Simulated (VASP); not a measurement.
Crystal: Sb.

```xyz
2
Lattice="2.1542 1.2437 3.7580 -2.1542 1.2437 3.7580 0.0000 -2.4875 3.7580" Properties=species:S:1:pos:R:3 pbc="T T T"
Sb    0.0000    0.0000    2.6513
Sb    0.0000    0.0000    8.6227
```

Base run:

| Item | Value |
| --- | --- |
| Program | VASP 6.6.1 |
| Functional | LDA |
| Potentials or basis | VASP PAW LDA potentials, release 64 (Sb) |
| Cutoff | 520 eV |
| k mesh | 9 × 9 × 9 |
| Occupations | fermi-dirac, width 0.05 eV |
| Spin | no spin polarisation |

Its results: band gap on the k mesh 0.06 eV, indirect (least direct gap 0.48 eV); pressure -1.4 GPa; largest force 0.082 eV/Å.

Problem. The run is repeated on the same cell with these changes: functional from LDA to PBEsol; potentials or basis from VASP PAW LDA potentials, release 64 (Sb) to VASP PAW PBE potentials, release 64 (Sb); cutoff from 520 eV to 600 eV. What comes out?

Solution. Band gap on the k mesh 0.03 eV, indirect (least direct gap 0.47 eV); pressure -0.3 GPa; largest force 0.007 eV/Å.

Caveats: spin-orbit coupling is left out, which moves the levels of the heavy elements; an odd mesh through Γ misses points on the zone boundary, where band edges often lie; the PAW data sets were made with another functional, which shifts forces and pressure a little (some runs).
